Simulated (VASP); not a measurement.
The system is Sn2GeTe4.

```
Sn Ge Te
1.0
    -3.86247    3.86247    3.10816
     3.86247   -3.86247    3.10816
     3.86247    3.86247   -3.10816
Sn Ge Te
2 1 4
Direct
  0.75000 0.25000 0.50000
  0.25000 0.75000 0.50000
  0.00000 0.00000 0.00000
  0.30288 0.30288 0.60576
  0.69712 0.69712 0.39424
  0.30288 0.69712 0.00000
  0.69712 0.30288 0.00000
```

The cell was built by a generator and needn't be a form met in nature.

| Property | Result |
| --- | --- |
| Program | VASP 6.6.1 |
| Task | relaxation of cell and atoms |
| Functional | PBE |
| Potentials or basis | VASP PAW PBE potentials, release 64 (Sn_d, Ge_d, Te) |
| Cutoff | 520 eV |
| k mesh | 3 × 3 × 3 |
| Occupations | gaussian, width 0.15 eV |
| Spin | no spin polarisation |

At the start: pressure 7.6 GPa; volume 26.50 Å³/atom.

Task: Where does the relaxation end?

Result: Over 12 steps the energy falls by 309.7 meV/atom and the volume is 32.67 Å³/atom (+23.3 %); space group I4/mmm (No. 139, to 0.05 Å).

Step by step:
| step | energy change (eV) | largest force (eV/Å) | pressure (GPa) | volume (Å³) |
| --- | --- | --- | --- | --- |
| 1 | 0.0000 | 0.8419 | 7.64 | 185.48 |
| 2 | -0.7730 | 0.8143 | -1.56 | 221.41 |
| 3 | -0.7795 | 0.8188 | -0.99 | 217.84 |
| 4 | -1.0365 | 0.7924 | -0.81 | 217.27 |
| 5 | -1.6364 | 0.5452 | 0.64 | 214.28 |
| 6 | -1.2400 | 1.2613 | 7.80 | 203.12 |
| 7 | -1.7977 | 0.4176 | 1.74 | 212.21 |
| 8 | -1.9199 | 0.0695 | 3.97 | 208.12 |
| 9 | -2.0239 | 0.1055 | 2.95 | 214.46 |
| 10 | -2.0389 | 0.2258 | 2.53 | 217.85 |
| 11 | -2.1214 | 0.1007 | 1.52 | 222.20 |
| 12 | -2.1679 | 0.0496 | 0.16 | 228.68 |

Final structure:
```xyz
7
Lattice="-3.7003 3.7003 4.1753 3.7003 -3.7003 4.1753 3.7003 3.7003 -4.1753" Properties=species:S:1:pos:R:3 pbc="T T T"
Sn    0.0000    3.7003    2.0877
Sn    3.7003    0.0000    2.0877
Ge    0.0000    0.0000    0.0000
Te    1.9736    1.9736    0.0000
Te    1.7267    1.7267    4.1753
Te    1.7267   -1.7267    4.1753
Te   -1.7267    1.7267    4.1753
```

Caveat: the k mesh is coarse (spacing up to 0.43 Å⁻¹), so the values aren't converged; the volume moved by over 15 % at a fixed basis, so the end points are rough; the relaxation stopped at a loose force limit of 0.08 eV/Å, so its end isn't a converged minimum.
